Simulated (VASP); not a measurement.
Method: PBE GGA, VASP's PBE PAW potentials (set 64) (plane waves; VASP).

The input files of a VASP run:

INCAR:
```
SYSTEM = Al4P3Sb
PREC = Accurate
ENCUT = 400
EDIFF = 1E-6
NELM = 100
ALGO = Normal
LREAL = .FALSE.
LASPH = .TRUE.
ISMEAR = 0
SIGMA = 0.05
GGA = PE
LMAXMIX = 4
LWAVE = .FALSE.
LCHARG = .FALSE.
IBRION = 2
ISIF = 3
NSW = 60
EDIFFG = -0.02
```

POSCAR:
```
Al4P3Sb
1
    5.6772828893    -0.0000000000    -0.0000000000
   -0.0000000000     5.6772828893    -0.0000000000
   -0.0000000000    -0.0000000000     5.6772828893
Al Sb P
4 1 3
Direct
  0.9864881879   0.9864881879   0.9864881879
  0.5135118121   0.5135118121   0.9864881879
  0.5135118121   0.9864881879   0.5135118121
  0.9864881879   0.5135118121   0.5135118121
  0.2500000000   0.2500000000   0.2500000000
  0.7500000000   0.7500000000   0.2500000000
  0.7500000000   0.2500000000   0.7500000000
  0.2500000000   0.7500000000   0.7500000000
```

File KPOINTS:
```
K-points
0
G
 4 4 4
```

POTCAR, in this order: Al Sb P (PBE.64 set). Program: vasp_std.

Output of the run:

File OSZICAR:
```
       N       E                     dE             d eps       ncg     rms          rms(c)
DAV:   1     0.882536731565E+02    0.88254E+02   -0.97997E+03   420   0.969E+02
DAV:   2    -0.321073130957E+02   -0.12036E+03   -0.11416E+03   574   0.160E+02
DAV:   3    -0.397937029077E+02   -0.76864E+01   -0.76171E+01   539   0.432E+01
DAV:   4    -0.399485927746E+02   -0.15489E+00   -0.15467E+00   508   0.717E+00
DAV:   5    -0.399524611684E+02   -0.38684E-02   -0.38680E-02   553   0.113E+00    0.830E+00
DAV:   6    -0.389592083958E+02    0.99325E+00   -0.20108E+00   490   0.560E+00    0.541E+00
DAV:   7    -0.388296809658E+02    0.12953E+00   -0.74024E-01   505   0.352E+00    0.227E+00
DAV:   8    -0.388266241929E+02    0.30568E-02   -0.64734E-02   498   0.129E+00    0.336E-01
DAV:   9    -0.388280638663E+02   -0.14397E-02   -0.68871E-03   508   0.476E-01    0.153E-01
DAV:  10    -0.388286640104E+02   -0.60014E-03   -0.13056E-03   483   0.188E-01    0.375E-02
DAV:  11    -0.388286951567E+02   -0.31146E-04   -0.12859E-04   520   0.644E-02    0.318E-02
DAV:  12    -0.388286976255E+02   -0.24688E-05   -0.47877E-05   485   0.334E-02    0.148E-02
DAV:  13    -0.388286981965E+02   -0.57096E-06   -0.80177E-06   513   0.128E-02
   1 F= -.38828698E+02 E0= -.38828698E+02  d E =-.388287E+02
       N       E                     dE             d eps       ncg     rms          rms(c)
DAV:   1    -0.388303581171E+02   -0.16605E-02   -0.30230E-02   470   0.817E-01    0.194E-01
DAV:   2    -0.388293473176E+02    0.10108E-02   -0.20105E-03   475   0.211E-01    0.103E-01
DAV:   3    -0.388290928372E+02    0.25448E-03   -0.10134E-03   470   0.127E-01    0.328E-02
DAV:   4    -0.388290739921E+02    0.18845E-04   -0.48972E-05   485   0.350E-02    0.244E-02
DAV:   5    -0.388290613441E+02    0.12648E-04   -0.11806E-05   490   0.150E-02    0.136E-02
DAV:   6    -0.388290590001E+02    0.23440E-05   -0.18378E-06   300   0.634E-03    0.510E-03
DAV:   7    -0.388290583406E+02    0.65943E-06   -0.88831E-07   275   0.445E-03
   2 F= -.38829058E+02 E0= -.38829058E+02  d E =-.360144E-03
```

**OUTCAR**
```
------------------------ aborting loop because EDIFF is reached ----------------------------------------
  FORCE on cell =-STRESS in cart. coord.  units (eV):
  Direction    XX          YY          ZZ          XY          YZ          ZX
  --------------------------------------------------------------------------------------
  Total       -0.1462855     -0.1462855     -0.1462855     -0.0000000     -0.0000000     -0.0000000
  in kB       -1.2740658     -1.2740658     -1.2740658     -0.0000000     -0.0000000     -0.0000000
  external PRESSURE =      -1.2740658 kB  Pullay stress =       0.0000000 kB
  volume of cell :      183.96
      direct lattice vectors                 reciprocal lattice vectors
     5.687307456  0.000000000  0.000000000     0.175830128 -0.000000000 -0.000000000
     0.000000000  5.687307456  0.000000000    -0.000000000  0.175830128  0.000000000
     0.000000000 -0.000000000  5.687307456    -0.000000000 -0.000000000  0.175830128
 POSITION                                       TOTAL-FORCE (eV/Angst)
 -----------------------------------------------------------------------------------
      5.61062      5.61062      5.61062         0.005609      0.005609      0.005609
      2.92034      2.92034      5.61062        -0.005609     -0.005609      0.005609
      2.92034      5.61062      2.92034        -0.005609      0.005609     -0.005609
      5.61062      2.92034      2.92034         0.005609     -0.005609     -0.005609
      1.42183      1.42183      1.42183        -0.000000      0.000000      0.000000
      4.26548      4.26548      1.42183        -0.000000      0.000000      0.000000
      4.26548      1.42183      4.26548        -0.000000      0.000000      0.000000
      1.42183      4.26548      4.26548        -0.000000      0.000000      0.000000
 -----------------------------------------------------------------------------------
    total drift:                               -0.000000     -0.000000      0.000000
  FREE ENERGIE OF THE ION-ELECTRON SYSTEM (eV)
  ---------------------------------------------------
  free  energy   TOTEN  =       -38.8290583406 eV

  energy  without entropy=      -38.8290583406  energy(sigma->0) =      -38.82905834

 reached required accuracy - stopping structural energy minimisation
```
(Selected blocks of OUTCAR.)

CONTCAR:
```
Al4P3Sb
   1.00000000000000
     5.6873074555962111    0.0000000000000000    0.0000000000000000
     0.0000000000000000    5.6873074555962111    0.0000000000000000
     0.0000000000000000   -0.0000000000000000    5.6873074555962111
  Al              Sb              P
     4     1     3
Direct
     0.9865157980022230    0.9865157980022230    0.9865157980022230
     0.5134842019977770    0.5134842019977770    0.9865157980022230
     0.5134842019977770    0.9865157980022230    0.5134842019977770
     0.9865157980022230    0.5134842019977770    0.5134842019977770
     0.2500000000000000    0.2500000000000000    0.2500000000000000
     0.7500000000000000    0.7500000000000000    0.2500000000000000
     0.7500000000000000    0.2500000000000000    0.7500000000000000
     0.2500000000000000    0.7500000000000000    0.7500000000000000
```

**OUTCAR**
```
 val. band max:        4.5901578595   @ k =   0.0000   0.0000   0.0000

 cond. band min:       5.1552504135   @ k =   0.0000   0.0000   0.0000


 Fermi energy:         4.8549266035

 k-point     1 :       0.0000    0.0000    0.0000
  band No.  band energies     occupation
      1      -6.7871      2.00000
      2      -4.9199      2.00000
      3      -4.9199      2.00000
      4      -3.8109      2.00000
      5      -0.8699      2.00000
      6      -0.8699      2.00000
      7      -0.8699      2.00000
      8       2.2308      2.00000
      9       2.2308      2.00000
     10       2.2308      2.00000
     11       2.3473      2.00000
     12       2.3473      2.00000
     13       2.3473      2.00000
     14       4.5902      2.00000
     15       4.5902      2.00000
     16       4.5902      2.00000
     17       5.1553      0.00000
     18       6.1870      0.00000
     19       6.1870      0.00000
     20       6.5850      0.00000
     21       6.5850      0.00000

 k-point     2 :       0.2500    0.0000    0.0000
  band No.  band energies     occupation
      1      -6.5875      2.00000
      2      -5.2582      2.00000
      3      -4.9053      2.00000
      4      -3.9452      2.00000
      5      -0.7311      2.00000
      6      -0.7311      2.00000
      7      -0.1311      2.00000
      8       1.7918      2.00000
      9       1.7918      2.00000
     10       1.8998      2.00000
     11       1.9497      2.00000
     12       2.4834      2.00000
     13       2.4834      2.00000
     14       3.4115      2.00000
     15       4.1211      2.00000
     16       4.1211      2.00000
     17       5.9519      0.00000
     18       6.6064      0.00000
     19       7.1028      0.00000
     20       7.1440      0.00000
     21       7.6199      0.00000

 k-point     3 :       0.5000    0.0000    0.0000
  band No.  band energies     occupation
      1      -6.1507      2.00000
      2      -5.8504      2.00000
      3      -4.8906      2.00000
...
```

Unless said otherwise, spin-orbit coupling is left out, though it shifts the bands of the heavy elements here.

The structure was generated: Al4P3Sb was put into an ordered model structure (P-43m), which need not be its known phase. This run relaxes it. Symmetry was kept, so distortions that lower it aren't found. The start is the result of an earlier pass.
